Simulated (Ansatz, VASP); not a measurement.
**AlPt3N: VASP beside Ansatz**

One calculation is typed for both programs; each brings its own data sets. How far apart do they land? The cell is generated by rule, not measured, and may not be a known phase. The cell is taken from a series of runs on this material, whose earlier steps may have relaxed, scaled, displaced or heated it; both programs get it as it stands.

Main program and level: Ansatz 0.2.0; plane waves, with VASP 6.6.1 beside it; zone-centre phonons at RPBE.

The structure was built from a prototype and need not be the compound's stable phase.

## Step 1: Set-up

It takes space group P4mm (No. 99, tetragonal). Conventional cell: a = 3.773 Å, b = 3.773 Å, c = 5.499 Å, α = 90.00°, β = 90.00°, γ = 90.00°. Nearest to Al lie 8 Pt at 2.65 to 2.70 Å. Nearest to Pt lie 2 N at 2.22 Å. Pt has 1 N at 2.06 Å nearest. N has 5 Pt at 2.06 to 2.22 Å nearest. Farther neighbours and most contacts between anions are not listed.

Coordinates:

```
Al Pt N
1.0
     3.77265    0.00000    0.00000
     0.00000    3.77265    0.00000
     0.00000    0.00000    5.49926
Al Pt N
1 3 1
Direct
  0.00000 0.00000 0.91934
  0.50000 0.00000 0.58130
  0.50000 0.50000 0.99339
  0.00000 0.50000 0.58130
  0.50000 0.50000 0.36837
```

## Step 2: VASP: zone-centre phonons, RPBE

Second derivatives magnify differences that forces hide, and they need a tight electronic threshold.

Lines of VASP's logs that name or quote its potential files are left out, and so is its time.

Input file INCAR:

```
SYSTEM = AlPt3N
PREC = Accurate
ENCUT = 600
EDIFF = 1E-08
NELM = 120
ISMEAR = 1
SIGMA = 0.2
LREAL = .FALSE.
ALGO = Normal
GGA = RP
NBANDS = 25
LASPH = .TRUE.
LORBIT = 11
LWAVE = .FALSE.
LCHARG = .FALSE.
ISIF = 2
IBRION = 8
GGA_COMPAT = .FALSE.
KPAR = 2
```

Input file POSCAR:

```
AlPt3N
1.0
    3.7726492589      0.0000000000      0.0000000000
    0.0000000000      3.7726492589      0.0000000000
    0.0000000000      0.0000000000      5.4992649438
Al Pt N
1 3 1
Direct
    0.0000000000      0.0000000000      0.9193395401
    0.5000000000      0.0000000000      0.5812973936
    0.5000000000      0.5000000000      0.9933852166
    0.0000000000      0.5000000000      0.5812973936
    0.5000000000      0.5000000000      0.3683693971
```

Input file KPOINTS:

```
Automatic mesh
0
Gamma
10 10 8
0 0 0
```

PAW data sets: Al, Pt and N (PBE family, release 64).

The run is started by

```sh
$ mpirun -np 2 vasp_std
```

Numbers of over 12 decimals in the logs are rounded to 6 here.

What it wrote:

```text
[banner, memory and clock lines left out]
running    2 mpi-ranks, on    1 nodes
 distrk:  each k-point on    1 cores,    2 groups
 distr:  one band on    1 cores,    1 groups

 POSCAR found type information on POSCAR AlPtN
 POSCAR found :  3 types and       5 ions
|                                                                             |
|               ----> ADVICE to this user running VASP <----                  |
|                                                                             |
|     You enforced a specific xc type in the INCAR file but a different       |
|     [... a line on the potential file left out ...]
|     I HOPE YOU KNOW WHAT YOU ARE DOING!                                     |
|                                                                             |

 LDA part: xc-table for (Slater+PW92), standard interpolation
 POSCAR, INCAR and KPOINTS ok, starting setup
 FFT: planning ... GRIDC
 FFT: planning ... GRID_SOFT
 FFT: planning ... GRID
 WAVECAR not read
 entering main loop
       N       E                     dE             d eps       ncg     rms          rms(c)
DAV:   1     0.234783254685E+03    0.23478E+03   -0.20389E+04  5250   0.158E+03
DAV:   2    -0.179521676049E+02   -0.25274E+03   -0.24268E+03  6142   0.312E+02
DAV:   3    -0.295808724199E+02   -0.11629E+02   -0.11393E+02  6392   0.669E+01
DAV:   4    -0.297593070704E+02   -0.17843E+00   -0.17801E+00  5961   0.883E+00
DAV:   5    -0.297619171737E+02   -0.26101E-02   -0.26088E-02  6526   0.104E+00    0.223E+01
DAV:   6    -0.279800453713E+02    0.17819E+01   -0.12843E+01  6688   0.295E+01    0.133E+01
DAV:   7    -0.274095958920E+02    0.57045E+00   -0.35941E+00  6322   0.163E+01    0.757E+00
DAV:   8    -0.273339535485E+02    0.75642E-01   -0.45838E-01  5680   0.587E+00    0.238E+00
DAV:   9    -0.273258998580E+02    0.80537E-02   -0.15741E-01  6315   0.345E+00    0.710E-01
DAV:  10    -0.273207791419E+02    0.51207E-02   -0.28154E-02  6192   0.161E+00    0.259E-01
DAV:  11    -0.273209320689E+02   -0.15293E-03   -0.37173E-03  6356   0.389E-01    0.123E-01
DAV:  12    -0.273207953297E+02    0.13674E-03   -0.40987E-04  6335   0.171E-01    0.497E-02
DAV:  13    -0.273208011277E+02   -0.57980E-05   -0.15422E-04  5610   0.649E-02    0.943E-03
DAV:  14    -0.273208022621E+02   -0.11344E-05   -0.64460E-06  6162   0.194E-02    0.619E-03
DAV:  15    -0.273208040832E+02   -0.18211E-05   -0.32488E-06  5519   0.111E-02    0.188E-03
DAV:  16    -0.273208040666E+02    0.16639E-07   -0.11387E-07  6398   0.219E-03    0.696E-04
DAV:  17    -0.273208041205E+02   -0.53858E-07   -0.98293E-08  5511   0.179E-03    0.362E-04
DAV:  18    -0.273208041176E+02    0.28249E-08   -0.26932E-09  3640   0.417E-04
   1 F= -.27320804E+02 E0= -.27320408E+02  d E =-.118880E-02
 Linear response reoptimize wavefunctions to high precision
DAV:   1    -0.273208041212E+02   -0.35725E-08   -0.13935E-09  3951   0.230E-04
DAV:   2    -0.273208041212E+02    0.13642E-11   -0.12623E-10  2798   0.877E-05
 Linear response DOF=           9
 Linear response progress:
  Degree of freedom:   1/  9
       N       E                     dE             d eps       ncg     rms          rms(c)
RMM:   1    -0.802496683747E-02   -0.80250E-02   -0.66013E-04 29725   0.519E-01
RMM:   2    -0.728158089455E-02    0.74339E-03   -0.29309E-04 19289   0.910E-02    0.745E-02
RMM:   3    -0.721297972794E-02    0.68601E-04   -0.35556E-04 19345   0.790E-02    0.351E-02
RMM:   4    -0.727221930487E-02   -0.59240E-04   -0.95659E-05 19660   0.401E-02    0.121E-02
RMM:   5    -0.728243044406E-02   -0.10211E-04   -0.67532E-06 19760   0.147E-02    0.199E-03
RMM:   6    -0.728636597310E-02   -0.39355E-05   -0.91655E-07 20138   0.432E-03    0.816E-04
RMM:   7    -0.728411169586E-02    0.22543E-05   -0.60718E-08 20255   0.128E-03    0.400E-04
RMM:   8    -0.728333144563E-02    0.78025E-06    0.42290E-10 20449   0.551E-04    0.148E-04
RMM:   9    -0.728357566867E-02   -0.24422E-06    0.70640E-09 20348   0.237E-04    0.567E-05
RMM:  10    -0.728361540577E-02   -0.39737E-07    0.84636E-09 20871   0.875E-05    0.269E-05
RMM:  11    -0.728363345614E-02   -0.18050E-07    0.72765E-09 20550   0.545E-05    0.124E-05
RMM:  12    -0.728365294254E-02   -0.19486E-07    0.49790E-09 20888   0.319E-05    0.504E-06
RMM:  13    -0.728365289552E-02    0.47024E-10    0.35312E-09 21717   0.192E-05    0.225E-06
 first order change of Fermi-energy  -0.27090E-04
 force on displaced ion       1 direction 1 :  -3.871   0.000   0.000
 Linear response progress:
  Degree of freedom:   2/  9
       N       E                     dE             d eps       ncg     rms          rms(c)
RMM:   1    -0.968522252746E-02   -0.96852E-02    0.66628E-03 13948   0.579E-01
RMM:   2    -0.886607711752E-02    0.81915E-03   -0.45309E-04  8136   0.126E-01    0.915E-02
[...]
RMM:   8    -0.254645679071E+00    0.11109E-04   -0.29674E-08 20269   0.106E-03    0.446E-04
RMM:   9    -0.254638890247E+00    0.67888E-05   -0.52688E-08 20084   0.732E-04    0.971E-05
RMM:  10    -0.254638317347E+00    0.57290E-06   -0.36867E-08 20819   0.220E-04    0.356E-05
RMM:  11    -0.254638307580E+00    0.97670E-08   -0.36564E-08 21400   0.995E-05    0.163E-05
 first order change of Fermi-energy  -0.14906E-03
 force on displaced ion       2 direction 1 : -14.656   0.000  -0.001
 Linear response progress:
[...]
RMM:  15    -0.268052716001E+00   -0.25304E-07   -0.24731E-08 15360   0.572E-05    0.866E-07
RMM:  16    -0.268052724779E+00   -0.87781E-08   -0.17374E-08 13695   0.545E-05    0.312E-07
 first order change of Fermi-energy  -0.38149E+00
 force on displaced ion       2 direction 3 :   0.000   0.000  -5.478
 Linear response progress:
  Degree of freedom:   6/  9
       N       E                     dE             d eps       ncg     rms          rms(c)
RMM:   1    -0.260829144563E+00   -0.26083E+00   -0.26612E-01 20997   0.285E+00
RMM:   2    -0.257419025240E+00    0.34101E-02   -0.53000E-03 18954   0.401E-01    0.152E-01
RMM:   3    -0.257659188644E+00   -0.24016E-03   -0.21052E-04 19749   0.820E-02    0.872E-02
RMM:   4    -0.258433156242E+00   -0.77397E-03   -0.40198E-04 19860   0.975E-02    0.143E-02
RMM:   5    -0.258329353120E+00    0.10380E-03   -0.12943E-05 19790   0.203E-02    0.629E-03
RMM:   6    -0.258313704181E+00    0.15649E-04   -0.88302E-07 20392   0.510E-03    0.197E-03
RMM:   7    -0.258303399504E+00    0.10305E-04   -0.15387E-07 20379   0.186E-03    0.129E-03
RMM:   8    -0.258282747774E+00    0.20652E-04   -0.58058E-08 20166   0.125E-03    0.259E-04
RMM:   9    -0.258281233715E+00    0.15141E-05   -0.16501E-08 20824   0.292E-04    0.143E-04
RMM:  10    -0.258279985967E+00    0.12477E-05   -0.33699E-08 20408   0.231E-04    0.559E-05
RMM:  11    -0.258279406270E+00    0.57970E-06   -0.70247E-08 20935   0.118E-04    0.181E-05
RMM:  12    -0.258279483278E+00   -0.77008E-07   -0.38729E-08 21657   0.609E-05    0.100E-05
RMM:  13    -0.258279538562E+00   -0.55283E-07   -0.28164E-08 21630   0.497E-05    0.416E-06
RMM:  14    -0.258279599072E+00   -0.60510E-07   -0.22818E-08 21712   0.476E-05    0.897E-07
RMM:  15    -0.258279599620E+00   -0.54837E-09   -0.23115E-08 20978   0.419E-05    0.611E-07
 first order change of Fermi-energy   0.16662E-03
 force on displaced ion       3 direction 1 :  -2.101   0.000   0.002
 Linear response progress:
  Degree of freedom:   7/  9
       N       E                     dE             d eps       ncg     rms          rms(c)
RMM:   1    -0.273364116092E+00   -0.27336E+00   -0.28041E-01  9208   0.298E+00
RMM:   2    -0.265233109906E+00    0.81310E-02   -0.88435E-03  7888   0.521E-01    0.260E-01
RMM:   3    -0.265267390142E+00   -0.34280E-04   -0.60757E-04  8149   0.130E-01    0.201E-01
RMM:   4    -0.265224853028E+00    0.42537E-04   -0.23477E-04  8174   0.794E-02    0.111E-01
RMM:   5    -0.265383994911E+00   -0.15914E-03   -0.82187E-05  8168   0.518E-02    0.892E-03
RMM:   6    -0.265388203034E+00   -0.42081E-05   -0.35509E-06  8322   0.102E-02    0.371E-03
RMM:   7    -0.265382323479E+00    0.58796E-05   -0.10455E-06  8372   0.483E-03    0.119E-03
RMM:   8    -0.265378971560E+00    0.33519E-05   -0.56114E-08  8454   0.141E-03    0.526E-04
RMM:   9    -0.265374992650E+00    0.39789E-05   -0.18371E-08  8525   0.627E-04    0.207E-04
RMM:  10    -0.265373781612E+00    0.12110E-05   -0.14426E-08  8603   0.249E-04    0.892E-05
RMM:  11    -0.265372966157E+00    0.81545E-06   -0.20613E-08  8570   0.170E-04    0.134E-05
RMM:  12    -0.265373004558E+00   -0.38401E-07   -0.37236E-08  9040   0.676E-05    0.425E-06
RMM:  13    -0.265373008796E+00   -0.42382E-08   -0.19779E-08  9155   0.477E-05    0.191E-06
 first order change of Fermi-energy   0.44624E+00
 force on displaced ion       3 direction 3 :   0.000  -0.000  -9.555
 Linear response progress:
  Degree of freedom:   8/  9
       N       E                     dE             d eps       ncg     rms          rms(c)
RMM:   1    -0.223607222064E+00   -0.22361E+00    0.21861E-01 26061   0.261E+00
RMM:   2    -0.222334970836E+00    0.12723E-02   -0.56894E-03 18686   0.458E-01    0.160E-01
RMM:   3    -0.222818965934E+00   -0.48400E-03   -0.26126E-04 20125   0.847E-02    0.928E-02
RMM:   4    -0.223423299415E+00   -0.60433E-03   -0.80183E-05 19572   0.513E-02    0.159E-02
RMM:   5    -0.223429378575E+00   -0.60792E-05   -0.42270E-06 20534   0.113E-02    0.324E-03
RMM:   6    -0.223408742339E+00    0.20636E-04   -0.41710E-07 20507   0.306E-03    0.954E-04
RMM:   7    -0.223410365025E+00   -0.16227E-05   -0.64931E-08 20489   0.102E-03    0.459E-04
RMM:   8    -0.223410661438E+00   -0.29641E-06   -0.10414E-08 20631   0.427E-04    0.214E-04
RMM:   9    -0.223410704256E+00   -0.42818E-07   -0.31589E-08 20488   0.292E-04    0.357E-05
RMM:  10    -0.223410744066E+00   -0.39810E-07   -0.61648E-09 21623   0.100E-04    0.214E-05
RMM:  11    -0.223410760740E+00   -0.16674E-07   -0.48743E-08 21205   0.781E-05    0.932E-06
RMM:  12    -0.223410765344E+00   -0.46044E-08   -0.42541E-08 21541   0.732E-05    0.386E-06
 first order change of Fermi-energy   0.17226E-03
 force on displaced ion       5 direction 1 :  -2.345   0.000   0.002
 Linear response progress:
  Degree of freedom:   9/  9
       N       E                     dE             d eps       ncg     rms          rms(c)
RMM:   1    -0.231491639591E+00   -0.23149E+00    0.31344E-01 10942   0.267E+00
RMM:   2    -0.231731546013E+00   -0.23991E-03   -0.58922E-03  7830   0.468E-01    0.417E-01
RMM:   3    -0.231900640750E+00   -0.16909E-03   -0.28966E-03  8044   0.265E-01    0.388E-01
RMM:   4    -0.231639965287E+00    0.26068E-03   -0.82489E-04  8051   0.147E-01    0.211E-01
RMM:   5    -0.232109974451E+00   -0.47001E-03   -0.78123E-05  8206   0.515E-02    0.127E-02
RMM:   6    -0.232125829599E+00   -0.15855E-04   -0.60237E-06  8438   0.129E-02    0.680E-03
RMM:   7    -0.232137781391E+00   -0.11952E-04   -0.22022E-06  8301   0.802E-03    0.190E-03
RMM:   8    -0.232139592255E+00   -0.18109E-05   -0.18633E-07  8503   0.202E-03    0.588E-04
RMM:   9    -0.232140373361E+00   -0.78111E-06    0.31741E-09  8467   0.664E-04    0.285E-04
RMM:  10    -0.232141322864E+00   -0.94950E-06    0.11579E-08  8443   0.567E-04    0.582E-05
RMM:  11    -0.232141601665E+00   -0.27880E-06   -0.19543E-08  8857   0.176E-04    0.244E-05
RMM:  12    -0.232141706334E+00   -0.10467E-06   -0.13092E-07  8813   0.126E-04    0.759E-06
RMM:  13    -0.232141713378E+00   -0.70439E-08   -0.13538E-07  9281   0.928E-05    0.226E-06
RMM:  14    -0.232141716133E+00   -0.27550E-08   -0.11198E-07  9161   0.807E-05    0.105E-06
RMM:  15    -0.232141712732E+00    0.34008E-08   -0.11157E-07  8393   0.783E-05    0.395E-07
RMM:  16    -0.232141712630E+00    0.10248E-09   -0.11290E-07  5924   0.772E-05    0.881E-08
 first order change of Fermi-energy   0.25719E+00
 force on displaced ion       5 direction 3 :  -0.000  -0.000 -14.206
 Linear response finished
```

(Continued in part 2 of 2.)

[Lines on the potential files, build, host, timing and source positions are cut from VASP's logs without a mark.]

[Logs are printed without paths, hosts, clocks, repeated set-up lines and the standing remarks that a program may print on its own settings, such as how far it seeks lower states.]

[Hosts, paths, dates, database ids (printed as entryN), source tags and the programs' standing remarks are cut or masked in the printed files.]
